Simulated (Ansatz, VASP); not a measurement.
# Te (Te/Nb(100)): VASP beside Ansatz, part 2 of 2

Aim: how closely do two programs agree when they are given the same cell, functional and k mesh? The cell is taken from a series of runs on this material, whose earlier steps may have relaxed, scaled, displaced or heated it; both programs get it as it stands.

VASP 6.6.1 and Ansatz 0.2.0.

So far: The starting structure; Ansatz: single point, PBE.

### 3. VASP: single point, PBE

Level of this step: PBE, spin-polarised from a ferromagnetic start; plane waves and PAW (Te) (VASP).

The same cell, functional, mesh and smearing now go to VASP, with its own data sets.

Lines of VASP's logs that name or quote its potential files are left out, and so is its time.

INCAR

```
SYSTEM = Te
PREC = Accurate
ENCUT = 400
EDIFF = 1E-06
NELM = 200
ISMEAR = -1
SIGMA = 0.1
LREAL = .FALSE.
ALGO = Normal
GGA = PE
NBANDS = 11
ISPIN = 2
MAGMOM = 1.98
LORBIT = 11
LWAVE = .FALSE.
LCHARG = .FALSE.
ISIF = 2
LDIPOL = .TRUE.
IDIPOL = 3
DIPOL = 0.5 0.5 0.658
LVHAR = .TRUE.
LASPH = .TRUE.
GGA_COMPAT = .FALSE.
NELMDL = -8
```

POSCAR

```
Te
1.0
    6.6000000000      0.0000000000      0.0000000000
    0.0000000000      6.6000000000      0.0000000000
    0.0000000000      0.0000000000     27.1450980214
Te
1
Direct
    0.2500000000      0.0000000000      0.6579297116
```

KPOINTS

```
Automatic mesh
0
Gamma
5 5 1
0 0 0
```

The projector-augmented-wave data sets are Te (PBE family, release 64).

Run with:

```
$ mpirun -np 1 vasp_std
```

Numbers of over 12 decimals in the logs are rounded to 6 here.

The log of the run:

```text
[banner, memory and clock lines left out]
running    1 mpi-ranks, on    1 nodes
 distrk:  each k-point on    1 cores,    1 groups
 distr:  one band on    1 cores,    1 groups

 POSCAR found type information on POSCAR Te
 POSCAR found :  1 types and       1 ions
 LDA part: xc-table for (Slater+PW92), standard interpolation
 POSCAR, INCAR and KPOINTS ok, starting setup
 FFT: planning ... GRIDC
 FFT: planning ... GRID_SOFT
 FFT: planning ... GRID
 WAVECAR not read
 entering main loop
       N       E                     dE             d eps       ncg     rms          rms(c)
DAV:   1     0.313531442335E+02    0.31353E+02   -0.87022E+02   264   0.193E+02
DAV:   2     0.491619992461E+01   -0.26437E+02   -0.25462E+02   391   0.385E+01
DAV:   3    -0.501935408747E+00   -0.54181E+01   -0.49979E+01   318   0.213E+01
DAV:   4    -0.811548281587E+00   -0.30961E+00   -0.30065E+00   306   0.638E+00
DAV:   5    -0.819894057340E+00   -0.83458E-02   -0.83431E-02   324   0.148E+00
DAV:   6    -0.820071386345E+00   -0.17733E-03   -0.17733E-03   392   0.197E-01
DAV:   7    -0.820072781609E+00   -0.13953E-05   -0.13953E-05   330   0.150E-02
DAV:   8    -0.820072793620E+00   -0.12011E-07   -0.11680E-07   249   0.172E-03    0.145E+00
DAV:   9    -0.831466067523E+00   -0.11393E-01   -0.26995E-02   276   0.676E-01    0.731E-01
DAV:  10    -0.832359683770E+00   -0.89362E-03   -0.11821E-03   287   0.172E-01    0.286E-01
DAV:  11    -0.833153359623E+00   -0.79368E-03   -0.10852E-03   279   0.115E-01    0.106E-01
DAV:  12    -0.834200517329E+00   -0.10472E-02   -0.30822E-04   270   0.721E-02    0.269E-02
DAV:  13    -0.834828812339E+00   -0.62830E-03   -0.53379E-05   270   0.325E-02    0.127E-02
DAV:  14    -0.835143081874E+00   -0.31427E-03   -0.20558E-05   272   0.150E-02    0.979E-03
[...]
DAV:  24    -0.836329912690E+00   -0.19424E-04   -0.29972E-07   278   0.118E-03    0.308E-04
DAV:  25    -0.836339275856E+00   -0.93632E-05   -0.64303E-08   290   0.593E-04    0.200E-04
DAV:  26    -0.836354824211E+00   -0.15548E-04   -0.13160E-07   279   0.876E-04    0.222E-04
DAV:  27    -0.836360649693E+00   -0.58255E-05   -0.27433E-08   293   0.489E-04    0.812E-05
DAV:  28    -0.836362669722E+00   -0.20200E-05   -0.20990E-09   296   0.157E-04    0.665E-05
DAV:  29    -0.836367036481E+00   -0.43668E-05   -0.26831E-08   285   0.382E-04    0.493E-05
DAV:  30    -0.836368263996E+00   -0.12275E-05   -0.25628E-09   299   0.182E-04    0.258E-05
DAV:  31    -0.836368841683E+00   -0.57769E-06    0.26941E-10   296   0.140E-04
   1 F= -.83636884E+00 E0= -.74274221E+00  d E =-.187253E+00  mag=     2.0000
```

OUTCAR, selected parts (step 3):

```text
ion  position               nearest neighbor table
   1  0.250  0.000  0.658-

  LATTYP: Found a simple tetragonal cell.
 ALAT       =     6.6000000000
 C/A-ratio  =     4.1128936396

 Subroutine GETGRP returns: Found 16 space group operations
 (whereof  2 operations were pure point group operations)

The static configuration has the point symmetry C_1h.
 The point group associated with its full space group is D_4h.

 Found      6 irreducible k-points:

   k-points           NKPTS =      6   k-points in BZ     NKDIM =      6   number of bands    NBANDS=     11

   dimension x,y,z NGX =    48 NGY =   48 NGZ =  180
   dimension x,y,z NGXF=    96 NGYF=   96 NGZF=  360

   ENCUT  =  400.0 eV  29.40 Ry    5.42 a.u.  10.76 10.76 44.27*2*pi/ulx,y,z

   NELECT =       6.0000    total number of electrons

 k-points in reciprocal lattice and weights: Automatic mesh
   0.00000000  0.00000000  0.00000000       0.040
   0.20000000  0.00000000  0.00000000       0.160
   0.40000000  0.00000000  0.00000000       0.160
   0.20000000  0.20000000  0.00000000       0.160
   0.40000000  0.20000000  0.00000000       0.320
   0.40000000  0.40000000  0.00000000       0.160

 dipolmoment           0.000000      0.000000     -0.000001 electrons x Angstroem

 average (electrostatic) potential at core
       1 -99.0155

 E-fermi :  -4.9769

 spin component 1
 k-point     1 :       0.0000    0.0000    0.0000
  band No.  band energies     occupation
      1     -15.3062      1.00000
      2      -6.1966      0.99999
      3      -6.1203      0.99999
      4      -6.1203      0.99999
      5      -0.9416      0.00000
      6       0.1225      0.00000
      7       0.3564      0.00000
      8       0.6839      0.00000
      9       0.8267      0.00000
    ...

 k-point     2 :       0.2000    0.0000    0.0000
  band No.  band energies     occupation
      1     -15.3056      1.00000
      2      -6.1933      0.99999
      3      -6.1503      0.99999
      4      -6.1177      0.99999
      5      -0.7538      0.00000
      6       0.2242      0.00000
      7       0.4974      0.00000
      8       0.8216      0.00000
      9       0.9380      0.00000
    ...

 k-point     3 :       0.4000    0.0000    0.0000
  band No.  band energies     occupation
      1     -15.3046      1.00000
      2      -6.1973      0.99999
      3      -6.1879      0.99999
      4      -6.1135      0.99999
      5      -0.2899      0.00000
      6       0.4886      0.00000
      7       0.5533      0.00000
      8       0.9085      0.00000
      9       1.0300      0.00000
    ...

 k-point     4 :       0.2000    0.2000    0.0000
  band No.  band energies     occupation
      1     -15.3050      1.00000
      2      -6.1901      0.99999
      3      -6.1484      0.99999
      4      -6.1461      0.99999
      5      -0.5666      0.00000
      6       0.3263      0.00000
      7       0.6381      0.00000
      8       0.9469      0.00000
      9       1.0557      0.00000
    ...

 k-point     5 :       0.4000    0.2000    0.0000
  band No.  band energies     occupation
      1     -15.3039      1.00000
      2      -6.1936      0.99999
      3      -6.1848      0.99999
      4      -6.1423      0.99999
      5      -0.0953      0.00000
      6       0.5955      0.00000
      7       0.6164      0.00000
      8       1.0478      0.00000
      9       1.1035      0.00000
    ...

 k-point     6 :       0.4000    0.4000    0.0000
  band No.  band energies     occupation
      1     -15.3029      1.00000
      2      -6.1879      0.99999
      3      -6.1871      0.99999
      4      -6.1798      0.99999
      5       0.3118      0.00000
      6       0.6889      0.00000
      7       0.8679      0.00000
      8       1.1217      0.00000
      9       1.2072      0.00000
    ...

  Total       -0.0476314     -0.0476314     -0.0029736      0.0000000      0.0000000      0.0000000
  in kB       -0.0645394     -0.0645394     -0.0040292      0.0000000      0.0000000      0.0000000
  external PRESSURE =      -0.0443693 kB  Pullay stress =       0.0000000 kB

  energy-cutoff  :      400.00
  volume of cell :     1182.44
      direct lattice vectors                 reciprocal lattice vectors
     6.600000000  0.000000000  0.000000000     0.151515152  0.000000000  0.000000000
     0.000000000  6.600000000  0.000000000     0.000000000  0.151515152  0.000000000
     0.000000000  0.000000000 27.145098021     0.000000000  0.000000000  0.036839064

 POSITION                                       TOTAL-FORCE (eV/Angst)
 -----------------------------------------------------------------------------------
      1.65000      0.00000     17.85957        -0.000000     -0.000000      0.000000
 -----------------------------------------------------------------------------------
    total drift:                               -0.000000      0.000000     -0.000001

  FREE ENERGIE OF THE ION-ELECTRON SYSTEM (eV)
  ---------------------------------------------------
  free  energy   TOTEN  =        -0.8363688417 eV

  energy  without entropy=       -0.6491155686  energy(sigma->0) =       -0.74274221

 vacuum level on the upper side and lower side of the slab         0.303         0.303

 total charge
# of ion       s       p       d       tot
------------------------------------------
    1        1.415   1.817   0.000   3.231

 magnetization (x)
# of ion       s       p       d       tot
------------------------------------------
    1        0.013   0.938   0.000   0.951

[... 6 further parts left out ...]
```

### 4. Side by side

Known differences besides the potentials themselves: VASP starts from the moments at which Ansatz ended; the data sets hold 16 valence electrons in Ansatz (on its default PAW (the set named soft_2) files) and 6 in VASP; the cutoff is 420 eV in Ansatz and 400 eV in VASP; site moments are counted in spheres of each program's own size. Total energies have different zeros and are not compared.

The two programs side by side:

| quantity | Ansatz | VASP | difference |
| --- | --- | --- | --- |
| total moment (μB) | 2.00 | 2.00 | 0.00 |
| moment on Te1 (μB) | 1.98 | 0.95 | +1.03 |
| work function, lower of the two faces (eV) | 5.27 | 5.28 | -0.01 |
| work function, higher of the two faces (eV) | 5.27 | 5.28 | 0.00 |

With vacuum in the cell, a pressure given here is an average over mostly empty space and none of the material. The total moments and the pattern agree; the site moments differ because the programs count them in spheres of different size.

### 5. Outcome

```yaml
difference_in_work_function_lower_of_the_two_faces_single_point_pbe: -0.0050 eV
```

What this shows: The difference in work function, lower of the two faces is -0.0050 eV (single point, PBE). The data sets hold unlike numbers of valence electrons (16 in Ansatz and 6 in VASP), so part of the differences comes from the potentials. Such differences can come from data sets, numerical settings and the points named under the comparisons, not from the functional's error against experiment.

[Lines on the potential files, build, host, timing and source positions are cut from VASP's logs without a mark.]

[Logs are printed without paths, hosts, clocks, repeated set-up lines and the standing remarks that a program may print on its own settings, such as how far it seeks lower states.]

[Hosts, paths, dates, database ids (printed as entryN), source tags and the programs' standing remarks are cut or masked in the printed files.]
